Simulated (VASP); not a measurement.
The input files of a VASP run:

File POSCAR:
```
TiCo
1.0
  2.9060819612   0.0000000000   0.0000000000
  0.0000000000   2.9060819612   0.0000000000
  0.0000000000   0.0000000000   2.9060819612
Ti Co
1 1
Cart
  0.0000000000   0.0000000000   0.0000000000
  1.4530409806   1.4530409806   1.4530409806
```

**KPOINTS**
```
Automatic
0
gamma
 13 13 13
0 0 0
```

INCAR:
```
! general
SYSTEM =TiCo
PREC   =Accurate
ENCUT  =500
LREAL  =.FALSE.
LASPH  =.TRUE.

! electronic loop
EDIFF  =1E-6
NELM   =100
ALGO   =Normal
LMAXMIX=4

! smearing
ISMEAR =1
SIGMA  =0.1

! functional
GGA    =PS

! ions
IBRION =2
NSW    =40
ISIF   =3
EDIFFG =-0.02
PSTRESS=100

! output
LWAVE  =.FALSE.
LCHARG =.FALSE.
```

POTCAR, in this order: Ti_sv Co (PBE.64 set). Program: vasp_std.

Translate this PBEsol calculation to Ansatz.

One equivalent input (not run):
Ansatz 0.2 input:
```yaml
crystal:
  lattice:
    - [2.9060820, 0.0000000, 0.0000000]
    - [0.0000000, 2.9060820, 0.0000000]
    - [0.0000000, 0.0000000, 2.9060820]
  atoms:
    - { symbol: Ti, position: [0.0000000, 0.0000000, 0.0000000] }
    - { symbol: Co, position: [0.5000000, 0.5000000, 0.5000000] }
kpoints:
  mp_grid: { grid: [13, 13, 13] }
hamiltonian:
  xc: pbesol
  pseudopotentials: { kind: paw }
scf:
  occupations: { method: methfessel_paxton, width: 0.1 }
  max_iter: 100
relax:
  max_steps: 40
  f_tol: 0.02
  cell: { p_target: 10 }
output: { forces: true, stress: true, eigenvalues: true }
```
Limits of the translation: each code has its own PAW files, so the cut-off isn't converted (ENCUT is set for VASP's; basis.ecutwfc is left out, and Ansatz then takes the one that its files recommend); Ansatz stops its SCF on the density residual and VASP on the energy change (EDIFF).

The compound is TiCo in the CsCl type structure. This run relaxes it under an external pressure of 10 GPa. Symmetry was kept, so distortions that lower it aren't found.
